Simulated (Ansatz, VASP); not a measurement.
## Al2P22Pb3O61 in two plane-wave programs

Aim: how closely do two programs agree when they are given the same cell, functional and k mesh? The structure shown is frame 61 of Ansatz's trajectory.

Program: Ansatz 0.2.0. Level of theory: plane waves, with VASP 6.6.1 beside it; single point at LDA. Results are calculated unless marked as measured.

## 1. Set-up

The cell holds 88 atoms: 22 P, 3 Pb, 2 Al and 61 O. Cell: a = 10.776 Å, b = 10.776 Å, c = 10.776 Å, α = 90.0°, β = 90.0°, γ = 90.0°. As first built, before any earlier steps moved the atoms (in the runner's words): 88 atoms (22 P, 3 Sr, 2 Al, 61 O) placed at random at 2.63 g/cm^3, melted at 5000 K for 10 ps at fixed volume with the Morse and Coulomb pair potential with partial charges (Pedone, Malavasi, Menziani, Cormack and Segre, J. Phys. Chem. B 110, 11780 (2006)). Quenched from 5000 K to 300 K at 10 K/ps and fixed volume, held 10 ps at zero pressure, then minimised at fixed cell. Then Sr was replaced by Pb and the cell scaled by 1.008 (the potential has no terms for the new elements, so the cell is a start for a DFT relaxation).

## 2. Ansatz: dynamics, LDA

Ansatz runs on its default PAW (the set named soft_2) files.

One frame of this run of dynamics is then solved in both programs, so the motion causes no difference.

input.yaml

```yaml
crystal:
  lattice:
    - [10.77554, 0.0, 0.0]
    - [0.0, 10.77554, 0.0]
    - [0.0, 0.0, 10.77554]
  atoms:
    - { symbol: P, position: [0.35655, 0.87349, 0.46344] }
    - { symbol: P, position: [0.05824, 0.12863, 0.87818] }
    - { symbol: P, position: [0.33518, 0.75256, 0.00721] }
    - { symbol: P, position: [0.3729, 0.46592, 0.33773] }
    - { symbol: P, position: [0.18021, 0.82062, 0.23972] }
    - { symbol: P, position: [0.53361, 0.11383, 0.42509] }
    - { symbol: P, position: [0.16147, 0.9989, 0.63775] }
    - { symbol: P, position: [0.82371, 0.82388, 0.02164] }
    - { symbol: P, position: [0.81103, 0.06984, 0.47395] }
    - { symbol: P, position: [0.21875, 0.49843, 0.92419] }
    - { symbol: P, position: [0.32991, 0.31026, 0.10819] }
    - { symbol: P, position: [0.98656, 0.63663, 0.35493] }
    - { symbol: P, position: [0.48736, 0.08166, 0.13477] }
    - { symbol: P, position: [0.39422, 0.18851, 0.67397] }
    - { symbol: P, position: [0.67009, 0.54324, 0.80537] }
    - { symbol: P, position: [0.73709, 0.32741, 0.4027] }
    - { symbol: P, position: [0.71789, 0.43683, 0.1373] }
    - { symbol: P, position: [0.23877, 0.42953, 0.64522] }
    - { symbol: P, position: [0.98909, 0.75231, 0.62513] }
    - { symbol: P, position: [0.70316, 0.7737, 0.63377] }
    - { symbol: P, position: [0.59145, 0.69625, 0.13385] }
    - { symbol: P, position: [0.00093, 0.01862, 0.13606] }
    - { symbol: Pb, position: [0.08448, 0.27244, 0.3739] }
    - { symbol: Pb, position: [0.68862, 0.0841, 0.83612] }
    - { symbol: Pb, position: [0.88934, 0.33774, 0.69282] }
    - { symbol: Al, position: [0.55189, 0.66925, 0.41628] }
    - { symbol: Al, position: [0.92562, 0.55066, 0.95866] }
    - { symbol: O, position: [0.28274, 0.62494, 0.95718] }
    - { symbol: O, position: [0.06726, 0.87193, 0.6316] }
    - { symbol: O, position: [0.64602, 0.34274, 0.06492] }
    - { symbol: O, position: [0.50966, 0.11927, 0.27669] }
    - { symbol: O, position: [0.99583, 0.69001, 0.49254] }
    - { symbol: O, position: [0.15061, 0.23332, 0.88546] }
    - { symbol: O, position: [0.31279, 0.36016, 0.40802] }
    - { symbol: O, position: [0.10938, 0.07786, 0.53005] }
    - { symbol: O, position: [0.8481, 0.78442, 0.63829] }
    - { symbol: O, position: [0.95731, 0.13064, 0.20271] }
    - { symbol: O, position: [0.4434, 0.9848, 0.4343] }
    - { symbol: O, position: [0.82393, 0.2084, 0.41894] }
    - { symbol: O, position: [0.60717, 0.04706, 0.07304] }
    - { symbol: O, position: [0.24248, 0.77815, 0.11805] }
    - { symbol: O, position: [0.82429, 0.09563, 0.61089] }
    - { symbol: O, position: [0.2354, 0.47531, 0.78498] }
    - { symbol: O, position: [0.46919, 0.16106, 0.5512] }
    - { symbol: O, position: [0.39779, 0.39349, 0.20777] }
    - { symbol: O, position: [0.11213, 0.37419, 0.61567] }
    - { symbol: O, position: [0.41506, 0.19733, 0.08316] }
    - { symbol: O, position: [0.05291, 0.05369, 0.00411] }
    - { symbol: O, position: [0.6724, 0.72151, 0.5056] }
    - { symbol: O, position: [0.862, 0.65754, 0.29557] }
    - { symbol: O, position: [0.74031, 0.3828, 0.27078] }
    - { symbol: O, position: [0.46476, 0.72206, 0.06642] }
    - { symbol: O, position: [0.02348, 0.50206, 0.34974] }
    - { symbol: O, position: [0.26763, 0.85251, 0.34915] }
    - { symbol: O, position: [0.33451, 0.31941, 0.66036] }
    - { symbol: O, position: [0.90734, 0.71022, 0.00161] }
    - { symbol: O, position: [0.70144, 0.77397, 0.08113] }
    - { symbol: O, position: [0.77606, 0.41629, 0.50119] }
    - { symbol: O, position: [0.28342, 0.09651, 0.67264] }
    - { symbol: O, position: [0.33047, 0.84485, 0.90527] }
    - { symbol: O, position: [0.30158, 0.57763, 0.28992] }
    - { symbol: O, position: [0.26902, 0.91021, 0.56983] }
    - { symbol: O, position: [0.49686, 0.51604, 0.3881] }
    - { symbol: O, position: [0.80952, 0.51972, 0.83662] }
    - { symbol: O, position: [0.02489, 0.66265, 0.72548] }
    - { symbol: O, position: [0.60795, 0.58714, 0.92325] }
    - { symbol: O, position: [0.63387, 0.88991, 0.66357] }
    - { symbol: O, position: [0.43265, 0.75877, 0.48373] }
    - { symbol: O, position: [0.88114, 0.96684, 0.41499] }
    - { symbol: O, position: [0.39637, 0.97468, 0.13987] }
    - { symbol: O, position: [0.92802, 0.17953, 0.86019] }
    - { symbol: O, position: [0.66673, 0.05199, 0.44595] }
    - { symbol: O, position: [0.67209, 0.66252, 0.72136] }
    - { symbol: O, position: [0.89795, 0.92019, 0.10218] }
    - { symbol: O, position: [0.2942, 0.40469, 0.00533] }
    - { symbol: O, position: [0.5622, 0.7374, 0.26692] }
    - { symbol: O, position: [0.61023, 0.25928, 0.41554] }
    - { symbol: O, position: [0.79804, 0.88272, 0.89827] }
    - { symbol: O, position: [0.09703, 0.04067, 0.7697] }
    - { symbol: O, position: [0.63904, 0.55961, 0.15419] }
    - { symbol: O, position: [0.10309, 0.9387, 0.20209] }
    - { symbol: O, position: [0.47538, 0.16898, 0.78458] }
    - { symbol: O, position: [0.84034, 0.47125, 0.07553] }
    - { symbol: O, position: [0.61559, 0.43378, 0.74064] }
    - { symbol: O, position: [0.0815, 0.72605, 0.28498] }
    - { symbol: O, position: [0.27668, 0.539, 0.56819] }
    - { symbol: O, position: [0.21467, 0.25948, 0.16903] }
    - { symbol: O, position: [0.08213, 0.50719, 0.95852] }
kpoints:
  mp_grid: { grid: [1, 1, 1] }
hamiltonian:
  xc: lda
scf:
  occupations: { method: fermi_dirac, width: 0.025 }
output:
  forces: true
md:
  timestep: 1.0
  n_steps: 182
  ensemble: nvt_langevin
  temperature: 900
  initial_velocities: maxwell_boltzmann
  seed: 2083
```

Started as:

```sh
$ ansatz run input.yaml --threads 4 --pin off --max-ram 8192MiB --backend cpu --events-out ev --progress --plain --runs-dir out
```

Numbers of over 12 decimals in the logs are rounded to 6 here.

What it wrote:

```text
Warning: md: disabling space-group detection — thermal motion breaks the input geometry's symmetry, so no spatial operation reduces the k-mesh or symmetrises the density; time reversal is kept, so that k and −k are solved as one point where they differ and the mesh holds both, and exact exchange and, on two spinor components, a DFT+U term hold to it where the run has them: on two components no moment then forms, and  [...]
Engine: ansatz 0.2.0, aarch64-unknown-linux-gnu
Pseudopotentials: kind: paw
Pseudopotential: P, paw, valence charge 5, recommended cutoff 420 eV (normal), P.paw.azcp
Pseudopotential: Pb, paw, valence charge 14, recommended cutoff 420 eV (normal), Pb.paw.azcp
Pseudopotential: Al, paw, valence charge 3, recommended cutoff 420 eV (normal), Al.paw.azcp
Pseudopotential: O, paw, valence charge 6, recommended cutoff 420 eV (normal), O.paw.azcp
Functional definition: SPW92
  exchange = slater_x
  correlation = pw_c
Crystal: 88 atoms, lattice volume = 1251.172 Å³
Basis set: ecut = 420 eV, 24405 PW (Γ)
Bands: 350, of which v1, the nominal top of the filled ones, is band 262 counted from 1 (261 counted from 0)
Symmetry: 1 space group operations
k-points: 1
Non-local potential: P, projectors of the file, l = 0: 2, l = 1: 2, l = 2: 2
Non-local potential: Pb, projectors of the file, l = 0: 2, l = 1: 2, l = 2: 2, l = 3: 2
Non-local potential: Al, projectors of the file, l = 0: 2, l = 1: 2, l = 2: 1
Non-local potential: O, projectors of the file, l = 0: 2, l = 1: 2, l = 2: 1
PAW form: soft (Blöchl's): semilocal exchange-correlation on the pseudo side does not see the compensation charge
PAW frozen core: P, regenerated for the run's functional, and the local potential with it (the file was generated under x = pbe(κ = 0.804, μ = 0.219515), c = pbe(β = 0.066725))
PAW frozen core: Pb, regenerated for the run's functional, and the local potential with it (the file was generated under x = pbe(κ = 0.804, μ = 0.219515), c = pbe(β = 0.066725))
PAW frozen core: Al, regenerated for the run's functional, and the local potential with it (the file was generated under x = pbe(κ = 0.804, μ = 0.219515), c = pbe(β = 0.066725))
PAW frozen core: O, regenerated for the run's functional, and the local potential with it (the file was generated under x = pbe(κ = 0.804, μ = 0.219515), c = pbe(β = 0.066725))
PAW one-centre angular grid: P, 110 points (default); XC on 64 Gauss nodes
PAW one-centre angular grid: Pb, 590 points (default); XC on 64 Gauss nodes
PAW one-centre angular grid: Al, 110 points (default); XC on 64 Gauss nodes
PAW one-centre angular grid: O, 110 points (default); XC on 64 Gauss nodes
Initial density: superposition of atomic densities (neutral atoms: chi_scale 0, normalization atom), corrected by the library's trained network
Initial wavefunctions: pseudopotential atomic-orbital guess
Functional: x = slater, c = lda
SCF iter   1: F=—  HF=-85690.242348 eV  |F-HF|=—  |Δ(HF+E_count)|=         —  Δρ=1.26e-2  dr2=1.91e0  ethr=1.77e-3  ⟨swp⟩=7.0  Hψ=1838  notcnv=0  defer=66
preconditioner: auto → Resta (q_TF=auto, 2.360 Å⁻¹)  ε∞=3.3  [insulator: Δε(μ)=2.298 eV  Ē_g=15.986 eV  σ=0.025 eV  W_gap=1.00  n_scr=256 (ndim 8)  ℏωp=24.0 eV  f_vac=0.185  D(μ)=0.00/eV (n_scr^D=0)  ε∞_Penn≈3.3]
SCF iter   2: F=—  HF=-85689.721979 eV  |F-HF|=—  |Δ(HF+E_count)|=   5.20e-1  Δρ=4.06e-3  dr2=1.80e-1  ethr=3.64e-4  ⟨swp⟩=3.0  Hψ=590  notcnv=0  defer=83
SCF iter   3: F=—  HF=-85689.674602 eV  |F-HF|=—  |Δ(HF+E_count)|=   4.74e-2  Δρ=1.96e-3  dr2=6.31e-2  ethr=3.44e-5  ⟨swp⟩=5.0  Hψ=621  notcnv=0  defer=83
SCF iter   4: F=—  HF=-85689.655409 eV  |F-HF|=—  |Δ(HF+E_count)|=   1.92e-2  Δρ=1.05e-3  dr2=1.32e-2  ethr=1.20e-5  ⟨swp⟩=4.0  Hψ=502  notcnv=0  defer=83
SCF iter   5: F=—  HF=-85689.652484 eV  |F-HF|=—  |Δ(HF+E_count)|=   2.93e-3  Δρ=2.93e-4  dr2=1.14e-3  ethr=2.51e-6  ⟨swp⟩=4.0  Hψ=636  notcnv=0  defer=82
SCF iter   6: F=—  HF=-85689.652551 eV  |F-HF|=—  |Δ(HF+E_count)|=   6.73e-5  Δρ=1.44e-4  dr2=2.35e-4  ethr=2.17e-7  ⟨swp⟩=3.0  Hψ=589  notcnv=0  defer=82
SCF iter   7: F=—  HF=-85689.652563 eV  |F-HF|=—  |Δ(HF+E_count)|=   1.18e-5  Δρ=5.26e-5  dr2=3.19e-5  ethr=4.49e-8  ⟨swp⟩=3.0  Hψ=494  notcnv=0  defer=82
SCF iter   8: F=—  HF=-85689.650514 eV  |F-HF|=—  |Δ(HF+E_count)|=   2.05e-3  Δρ=1.75e-5  dr2=4.18e-6  ethr=6.09e-9  ⟨swp⟩=3.0  Hψ=515  notcnv=0  defer=82
SCF iter   9: F=—  HF=-85689.650516 eV  |F-HF|=—  |Δ(HF+E_count)|=   2.24e-6  Δρ=9.65e-6  dr2=1.18e-6  ethr=7.98e-10  ⟨swp⟩=3.0  Hψ=637  notcnv=0  defer=82
[...]
md step   176: t =   176.00 fs  T =   923.6 K  F+E_penalty+E_count = -85689.03645754 eV  E_kin = 10.505500 eV  (7 SCF iters)
[...]
md step   177: t =   177.00 fs  T =   911.0 K  F+E_penalty+E_count = -85688.92367637 eV  E_kin = 10.362565 eV  (7 SCF iters)
[...]
md step   178: t =   178.00 fs  T =   910.4 K  F+E_penalty+E_count = -85688.88634628 eV  E_kin = 10.356234 eV  (7 SCF iters)
[...]
md step   179: t =   179.00 fs  T =   900.0 K  F+E_penalty+E_count = -85688.94880075 eV  E_kin = 10.237658 eV  (7 SCF iters)
md step   180: t =   180.00 fs  T =   944.1 K  F+E_penalty+E_count = -85689.11604677 eV  E_kin = 10.738712 eV  (9 SCF iters)
[...]
md step   181: t =   181.00 fs  T =   962.4 K  F+E_penalty+E_count = -85689.33100232 eV  E_kin = 10.947092 eV  (7 SCF iters)
[...]
md step   182: t =   182.00 fs  T =   984.1 K  F+E_penalty+E_count = -85689.53315304 eV  E_kin = 11.194045 eV  (9 SCF iters)
SCF converged after 9 iterations
Free energy (F): -85689.533153 eV
Harris-Foulkes:  -85689.533153 eV  (|F-HF|=1.65e-8)
Internal energy: -85689.533153 eV  (E = F + TS)
E sigma→0 (E₀):  -85689.533153 eV
Fermi energy:    4.584844 eV
--- Per-component energies (eV) ---
  E_band       = -3095.309844
  E_kinetic    = 13389.583874
  E_local      = -40914.078047  (includes V_loc(G=0)·N_el)
  E_nonlocal   = 4841.945703
  E_hartree    = 15288.031430
  E_xc         = -6525.746156
  E_vxc        = -7514.467497  (∫ρ·V_xc dr)
  E_paw        = -52078.543534  (= ΣΔE_a)
  E_vpaw       = -3474.516746  (= ΣTr[D̂ρ^β])
  E_aug_tail   = 0.156524  (compensation charges beyond the density's cutoff)
  E_ewald      = -19699.255183
  E_core_change = 8.372236  (= ΣΔE_core)
  E_smearing   = -0.000000  (= −TS)
  E_closure    = 0.000000  (closes the sum)
  Σ components = -85689.533153   (vs F -85689.533153, Δ=0.00e0)
--- Forces (eV/Å), atoms counted from 1 ---
  atom   1  P      0.48285307     3.47157502    -1.58399103
  atom   2  P     -2.25995435    -0.77325801     0.10656621
  atom   3  P     -0.27291696    -1.25547971     3.86636354
  atom   4  P      1.39124163     0.17594717    -0.68674287
  atom   5  P      1.98391399     1.96618231    -1.23508209
  atom   6  P     -2.46211923     1.04722241    -2.84283252
  atom   7  P      0.99470030     2.24837590    -2.08255745
  atom   8  P     -1.90197599    -3.29567658    -3.36485484
  atom   9  P      0.07440465     3.33545202    -1.62847967
  atom  10  P      4.38420607    -0.81278180     0.34019954
  atom  11  P      2.04170516    -1.72164952    -1.82203281
  atom  12  P     -3.30480125     0.24097825    -2.40137984
  atom  13  P      2.11856675     1.00175813    -0.82591366
  atom  14  P     -4.36426013    -0.17859190    -1.24469185
  atom  15  P     -1.14857909     0.71335347     1.03293755
  atom  16  P      1.15312946    -3.05068453    -2.21555241
  atom  17  P     -2.32596832     0.17668571    -1.47261542
  atom  18  P     -3.89806165    -4.39775641     1.14810962
  atom  19  P      0.59179511    -1.80667893     4.05705336
  atom  20  P     -1.85375576    -0.88028666     1.35609964
  atom  21  P     -2.08303299    -0.07712132     1.70742376
  atom  22  P      1.66759797    -4.13184513    -2.08513947
  atom  23  Pb    -0.19665968    -0.83909919     0.72039831
  atom  24  Pb     0.28359693    -1.03356463     0.64888343
[...]
atom  81  O      0.63331210     0.25732042     1.56114251
  atom  82  O      0.20549721     0.10850854    -0.06828277
  atom  83  O      1.73869669     1.58377312    -0.04322374
  atom  84  O      0.17428535     0.04605129     0.42152768
  atom  85  O     -1.66602156    -0.85709066     1.35023251
  atom  86  O      1.92636308     2.08351587    -0.97039389
  atom  87  O     -1.31417621    -0.08682204     0.91732341
  atom  88  O     -3.49893822     0.22669920     1.40852150
  max |Σ_I F_I| component: 5.36e-5 eV/Å
--- MD trajectory: 182 steps, t = 0.0 → 182.0 fs ---
  final state: T = 984.1 K   F+E_penalty+E_count = -85689.53315304 eV   E_kin = 11.194045 eV
```

The column dr2 measures how far the density is from self-consistency, as an energy; F and HF (Harris–Foulkes) agree once it is small.

(Part 1 of 2 ends here.)

[Lines on the potential files, build, host, timing and source positions are cut from VASP's logs without a mark.]

[Logs are printed without paths, hosts, clocks, repeated set-up lines and the standing remarks that a program may print on its own settings, such as how far it seeks lower states.]

[Hosts, paths, dates, database ids (printed as entryN), source tags and the programs' standing remarks are cut or masked in the printed files.]
